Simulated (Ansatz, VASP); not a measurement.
# YMg6Sb in VASP and in Ansatz

```xyz
8
Lattice="5.3822 0.0000 0.0000 0.0000 3.1144 5.8048 0.0000 -3.1144 5.8048" Properties=species:S:1:pos:R:3 pbc="T T T"
Sb    2.6911    0.0000    7.7377
Y     2.6911    0.0000    1.9796
Mg    0.0000    0.0000    9.7005
Mg    0.0000    0.0000    3.9022
Mg    0.0000   -1.5530    6.7111
Mg    0.0000    1.5530    6.7111
Mg    2.6911   -1.5468    4.8479
Mg    2.6911    1.5468    4.8479
```

The cell comes from a database or a generator and needn't be the stable form of this composition.

Alike in both runs: task single point; functional RPBE; k mesh 5 × 5 × 5; occupations gaussian, width 0.1 eV; no spin polarisation.

|  | VASP | Ansatz |
| --- | --- | --- |
| version | VASP 6.6.1 | Ansatz 0.2.0 |
| potentials or method | VASP PAW PBE potentials, release 64 (Sb, Y_sv, Mg) | Ansatz PAW |
| plane-wave cutoff (eV) | 520 | 420 |
| valence electrons in the cell | 28 | 86 |

|  | VASP | Ansatz | Ansatz less VASP |
| --- | --- | --- | --- |
| gap on the k mesh at the Fermi level (eV) | none | none | - |
| pressure (GPa) | 1.0 | 1.2 | +0.14 |
| largest component of the traceless stress (GPa) | 0.66 | 0.67 | +0.009 |
| rms of the force components (eV/Å) | 0.037 | 0.036 | -0.0005 |

Atom by atom the forces differ by 0.001 eV/Å (rms over components). A gap of «none» marks a metal or a gap that the smearing closes. The two sets of potentials don't hold the same shells in valence.

Caveats: the PAW data sets were made with another functional, which shifts forces and pressure a little (VASP); the PAW data sets come from PBE, with cores solved anew for the run's functional, which leaves a small shift of forces and pressure (Ansatz). The runs have no spin-orbit coupling, so splittings on Sb are missing.
